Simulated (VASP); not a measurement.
Input:

```xyz
8
Lattice="0.0000 2.1857 2.1857 2.1857 0.0000 2.1857 8.6954 8.6954 0.0473" Properties=species:S:1:pos:R:3 pbc="T T T"
Ti     2.2369     2.2369     4.3201
Ti     2.1226     2.1226     0.0630
N      2.1798     2.1798     2.1916
N      4.2827     4.2827     2.2743
N      6.5274     6.5274     2.2152
N      8.7722     8.7722     2.1561
Hf     4.3017     4.3017     0.0696
Hf     8.7531     8.7531     4.3608
```

Calculation: PBEsol GGA, VASP's PBE PAW potentials (set 64) (plane waves; VASP 6.6.1). Run with 520 eV cut-off, Gaussian smearing of 0.050 eV, potentials Ti_sv N Hf_pv.

### Question
Give the energies of bands 24 to 37 at the high-symmetry points, in eV from the Fermi level.

### Answer

| band | Γ | T | H2 | L | S0 | F |
|---|---|---|---|---|---|---|
| 24 | -4.75 | -5.53 | -5.62 | -5.62 | -5.61 | -5.58 |
| 25 | -4.75 | -3.89 | -5.58 | -5.39 | -5.60 | -5.51 |
| 26 | -4.69 | -3.76 | -5.54 | -5.24 | -5.54 | -5.04 |
| 27 | -4.69 | -3.49 | -5.47 | -4.89 | -5.47 | -4.83 |
| 28 | -2.54 | -3.49 | -5.10 | -4.52 | -5.10 | -4.83 |
| 29 | -2.54 | -3.38 | -5.07 | -4.00 | -5.08 | -3.50 |
| 30 | -2.46 | -3.38 | -4.65 | -3.88 | -4.65 | -3.47 |
| 31 | -0.64 | -0.47 | 0.27 | -2.19 | 0.27 | -3.42 |
| 32 | -0.64 | -0.47 | 0.40 | -2.04 | 0.47 | -0.49 |
| 33 | -0.45 | -0.10 | 0.67 | 1.19 | 0.60 | -0.36 |
| 34 | 0.66 | 0.11 | 1.20 | 1.50 | 1.16 | 1.50 |
| 35 | 0.69 | 0.25 | 1.29 | 1.57 | 1.31 | 1.74 |
| 36 | 0.75 | 0.25 | 1.77 | 1.91 | 1.88 | 1.88 |
| 37 | 0.76 | 1.53 | 2.13 | 1.92 | 2.00 | 2.12 |

It has no gap at this level: it comes out as a metal or semimetal.

The structure was generated: Hf2Ti2N4 was put into an ordered model structure (R-3m), which need not be its known phase. It was relaxed first.
